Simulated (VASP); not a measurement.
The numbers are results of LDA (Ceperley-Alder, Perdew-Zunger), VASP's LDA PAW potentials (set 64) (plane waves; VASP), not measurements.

VASP ran on this input.

**INCAR**
```
! general
SYSTEM   =  Al
PREC     =  Accurate
ENCUT    =  500
LREAL    =  .False.
LASPH    =  .True.

! electronic loop
EDIFF    =  1E-6
NELM     =  100
ALGO     =  Normal

! smearing
ISMEAR   =  1
SIGMA    =  0.1

! ions
IBRION   =  2
NSW      =  40
ISIF     =  3
EDIFFG   =  -0.02
PSTRESS  =  100

! output
LWAVE    =  .False.
LCHARG   =  .False.
```

POSCAR:
```
Al
1.0
  0.0000000000   1.9580063564   1.9580063564
  1.9580063564   0.0000000000   1.9580063564
  1.9580063564   1.9580063564   0.0000000000
Al
1
Direct
  0.0000000000   0.0000000000   0.0000000000
```

**KPOINTS**
```
Automatic mesh
0
Gamma
16 16 16
0 0 0
```

POTCAR, in this order: Al (LDA.64 set). Program: vasp_std.

Question: What will the output report for the number of irreducible k-points (NKPTS), largest plane-wave count, number of space-group operations, FFT grid (NGX, NGY, NGZ)?

Answer: 
| Item | Value |
|---|---|
| number of irreducible k-points (NKPTS) | 145 |
| largest plane-wave count | 392 |
| number of space-group operations | 48 |
| FFT grid (NGX, NGY, NGZ) | 20 × 20 × 20 |

The compound is Al in the fcc structure. This run relaxes it under an external pressure of 10 GPa. Symmetry was kept, so distortions that lower it aren't found.
